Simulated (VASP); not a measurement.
Level of theory: PBEsol GGA, VASP's PBE PAW potentials (set 64) (plane waves; VASP). For the alloy's cell: Numerical set-up: 520 eV cut-off, 5×5×10 Γ-centred mesh, tetrahedra with Blöchl corrections, potentials Ga_d N Al.

```json
[
 {"end member": "AlN (zinc blende)", "E (eV/atom)": "-7.8057", "V (Å³/atom)": "10.49", "gap (eV)": "3.18"},
 {"end member": "GaN (zinc blende)", "E (eV/atom)": "-6.5613", "V (Å³/atom)": "11.36", "gap (eV)": "1.73"}
]
```

An ordered cell with a fraction 0.50 of the second end member relaxes to

```
CELL_PARAMETERS angstrom
      0.00156     4.43619     4.43618
      4.43774     0.00001     4.43773
      2.21888     2.21888     0.00000
ATOMIC_POSITIONS crystal
  Ga 0.99941 0.00020 0.00039
  Ga 0.99941 0.50020 0.00039
  N  0.13233 0.12256 0.24511
  N  0.13233 0.62256 0.24511
  N  0.61728 0.12757 0.25515
  N  0.61728 0.62757 0.25515
  Al 0.50098 0.99967 0.99935
  Al 0.50098 0.49967 0.99935
```

Task: Estimate the mixing energy, the deviation from a linear volume and the gap.

Result: Its energy is -7.1792 eV/atom, so the mixing energy is 4 meV/atom. The volume of 10.92 Å³/atom lies -0.0 % from the linear mean. The cell is gapped, 2.67 eV.
